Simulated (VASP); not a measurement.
```
CELL_PARAMETERS angstrom
      4.87063     0.00000     0.00000
      0.00000     4.87063     0.00000
      0.00000     0.00000     4.87063
ATOMIC_POSITIONS crystal
  Si 0.50000 0.50000 0.50000
  Si 0.00000 0.00000 0.00000
  Mo 0.00000 0.50000 0.25000
  Mo 0.00000 0.50000 0.75000
  Mo 0.25000 0.00000 0.50000
  Mo 0.75000 0.00000 0.50000
  Mo 0.50000 0.25000 0.00000
  Mo 0.50000 0.75000 0.00000
```

Computed with PBE GGA, VASP's PBE PAW potentials (set 64) (plane waves; VASP 6.6.1). Settings: 300 eV cut-off, 5×5×5 Γ-centred mesh, Gaussian smearing of 0.20 eV, potentials Si Mo_sv.

**Question.** Give the energies of bands 41 to 54 at the high-symmetry points, in eV from the Fermi level.

**Answer.** 
```json
[
 {"band": "41", "Γ": "-2.21", "X": "-2.50", "M": "-1.27", "R": "-1.81"},
 {"band": "42", "Γ": "-2.21", "X": "-2.50", "M": "-1.27", "R": "-1.81"},
 {"band": "43", "Γ": "-1.60", "X": "-1.73", "M": "-1.15", "R": "-1.22"},
 {"band": "44", "Γ": "-1.60", "X": "-1.73", "M": "-0.90", "R": "-1.22"},
 {"band": "45", "Γ": "1.25", "X": "0.23", "M": "-0.90", "R": "-1.22"},
 {"band": "46", "Γ": "1.25", "X": "0.23", "M": "-0.79", "R": "-1.22"},
 {"band": "47", "Γ": "1.25", "X": "0.93", "M": "-0.71", "R": "-1.22"},
 {"band": "48", "Γ": "2.09", "X": "0.93", "M": "-0.53", "R": "-1.22"},
 {"band": "49", "Γ": "2.40", "X": "1.52", "M": "-0.13", "R": "1.27"},
 {"band": "50", "Γ": "2.40", "X": "1.52", "M": "0.23", "R": "1.27"},
 {"band": "51", "Γ": "2.67", "X": "1.59", "M": "0.83", "R": "1.27"},
 {"band": "52", "Γ": "2.68", "X": "1.59", "M": "1.06", "R": "1.27"},
 {"band": "53", "Γ": "2.70", "X": "2.28", "M": "1.06", "R": "1.27"},
 {"band": "54", "Γ": "2.74", "X": "2.28", "M": "1.91", "R": "1.27"}
]
```

It has no gap at this level: it comes out as a metal or semimetal.

The structure comes from a computed database's SiMo3 entry; how it stands against other phases isn't given here. The cell was not relaxed at this level.
